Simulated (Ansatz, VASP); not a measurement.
# One calculation of CsRe, two programs

Contents of INCAR:

```
ALGO     = Normal         # electronic algorithm
EDIFF    = 1E-7           # SCF threshold, eV
ENCUT    = 520            # plane-wave cutoff, eV
GGA      = PE             # functional
ISIF     = 2              # what is computed and relaxed
ISMEAR   = 0              # smearing method
LASPH    = True           # aspherical terms in the spheres
LCHARG   = False          # write CHGCAR
LREAL    = False          # projectors in reciprocal space
LWAVE    = False          # write WAVECAR
NBANDS   = 15             # bands
NELM     = 100            # most SCF steps
PREC     = Accurate       # precision mode
SIGMA    = 0.1            # smearing width, eV
```

Contents of KPOINTS:

```
k-points
0
Gamma
  6 6 6
```

File POSCAR:

```
CsRe
1.0
    0.0000000000      3.1736828100      3.1736828100
    3.1736828100      0.0000000000      3.1736828100
    3.1736828100      3.1736828100      0.0000000000
Cs Re
1 1
Direct
    0.7500000000      0.7500000000      0.7500000000
    0.0000000000      0.0000000000      0.0000000000
```

Input for Ansatz:

```yaml
crystal:
  lattice:
    - [0.0, 3.17368281, 3.17368281]
    - [3.17368281, 0.0, 3.17368281]
    - [3.17368281, 3.17368281, 0.0]
  atoms:
    - { symbol: Cs, position: [0.75, 0.75, 0.75] }
    - { symbol: Re, position: [0.0, 0.0, 0.0] }
basis:
  ecutwfc: 420
kpoints:
  mp_grid: { grid: [6, 6, 6] }
hamiltonian:
  xc: pbe
scf:
  occupations: { method: gaussian, width: 0.1 }
  lower_state_search: "off"
output:
  forces: true
  stress: true
  eigenvalues: true
```

Change from the starting cell: species swapped into the BeS type (F-43m, No. 216).

Alike in both runs: task single point; functional PBE; k mesh 6 × 6 × 6; occupations gaussian, width 0.1 eV; no spin polarisation.

|  | VASP | Ansatz |
| --- | --- | --- |
| version | VASP 6.6.1 | Ansatz 0.2.0 |
| potentials or method | VASP PAW PBE potentials, release 64 (Cs_sv, Re) | scalar-relativistic, plane waves, PAW |
| plane-wave cutoff (eV) | 520 | 420 |
| valence electrons in the cell | 16 | 24 |

|  | VASP | Ansatz | Ansatz less VASP |
| --- | --- | --- | --- |
| gap on the k mesh at the Fermi level (eV) | none | none | - |
| pressure (GPa) | 0.6 | -1.6 | -2.15 |

A gap of «none» marks a metal or a gap that the smearing closes. With one functional, cell and mesh, what is left measures potentials, basis and numerics. The two sets of potentials don't hold the same shells in valence.

The runs have no spin-orbit coupling, so splittings on Cs, Re are missing.
